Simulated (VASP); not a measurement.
The system is BeCdO2.

```
Be Cd O
1.0
     1.65000    0.95263    5.00000
    -1.65000    0.95263    5.00000
     0.00000   -1.90526    5.00000
Be Cd O
1 1 2
Direct
  0.00000 0.00000 0.00000
  0.50000 0.50000 0.50000
  0.10000 0.10000 0.10000
  0.90000 0.90000 0.90000
```

The cell was built by a generator and needn't be a form met in nature.

| Item | Value |
| --- | --- |
| Program | VASP 6.6.1 |
| Task | relaxation of cell and atoms |
| Functional | PBE |
| Potentials or basis | VASP PAW PBE potentials, release 64 (Be, Cd, O) |
| Cutoff | 520 eV |
| k mesh | 5 × 5 × 5 |
| Occupations | gaussian, width 0.15 eV |
| Spin | no spin polarisation |

At the start: pressure 23.6 GPa; volume 11.79 Å³/atom.

Q: How do energy, volume and symmetry change on relaxing?

A: Over 14 steps the energy falls by 280.3 meV/atom and the volume is 13.95 Å³/atom (+18.4 %); space group R-3m (No. 166, to 0.05 Å).

Step by step:
```
step  energy change (eV)  largest force (eV/Å)  pressure (GPa)  volume (Å³)
   1              0.0000                4.4202           23.59        47.16
   2             -0.3047                6.0188            4.45        59.87
   3             -1.0324                0.8295            6.90        53.67
   4             -1.0028                1.3840           -6.62        59.18
   5             -1.1093                0.3386           -0.25        56.10
   6             -1.1093                0.3106            0.27        56.00
   7             -1.1094                0.3180            0.15        56.05
   8             -1.1152                0.0833           -0.20        56.40
   9             -1.1159                0.0710           -0.53        56.63
  10             -1.1192                0.0326           -1.06        56.55
  11             -1.1193                0.0736           -1.11        56.52
  12             -1.1211                0.0804           -0.22        55.83
  13             -1.1210                0.0889            0.03        55.79
  14             -1.1211                0.0797            0.29        55.82
```

Final structure:
```
Be Cd O
1.0
     1.74642    1.00829    5.28312
    -1.74642    1.00829    5.28312
     0.00000   -2.01659    5.28312
Be Cd O
1 1 2
Direct
  0.00000 0.00000 0.00000
  0.50000 0.50000 0.50000
  0.09069 0.09069 0.09069
  0.90931 0.90931 0.90931
```

Caveat: the k mesh is coarse (spacing up to 0.45 Å⁻¹), so the values aren't converged; the volume moved by over 15 % at a fixed basis, so the end points are rough.
